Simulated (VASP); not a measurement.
K2S (antifluorite), at 1.04 of the tabulated volume:

```yaml
crystal:
  lattice:
    - [0.00000, 3.75376, 3.75376]
    - [3.75376, 0.00000, 3.75376]
    - [3.75376, 3.75376, 0.00000]
  atoms:
    - { symbol: K, position: [0.25000, 0.25000, 0.25000] }
    - { symbol: K, position: [0.75000, 0.75000, 0.75000] }
    - { symbol: S, position: [0.00000, 0.00000, 0.00000] }
```

The lowest empty band near Γ, direction [110], from PBE with spin-orbit coupling in VASP (PAW); its two spin partners are averaged. The gap over the points computed is 2.26 eV, and the next band on that side lies 3.18 eV away at the edge.

Run with 400 eV cut-off, 6×6×6 Γ-centred mesh, Gaussian smearing of 0.050 eV, potentials K_sv S.

```
distance from the edge in k (1/Å)  distance in energy (meV)
---------------------------------  ------------------------
0.018                                                   3.4
0.025                                                   6.6
0.035                                                  12.9
0.050                                                  26.2
0.070                                                  51.0
```

**Question.** Fit E(1 + αE) = ħ²k²/2m* (ħ²/2m0 = 3.810 eV Å²) and predict the row at 0.095 1/Å.

**Answer.** The rows don't resolve α, so a parabola serves: the electron mass is m* = 0.365 m0, and so 94.1 meV. The run gave 93.0 meV, -1.1 meV from the fit.

Left out are points under 3 meV from the edge, since the levels carry 0.1 meV, and points farther than half the way to the next band.

The compound is K2S in the antifluorite structure. The cell was not relaxed at this level.
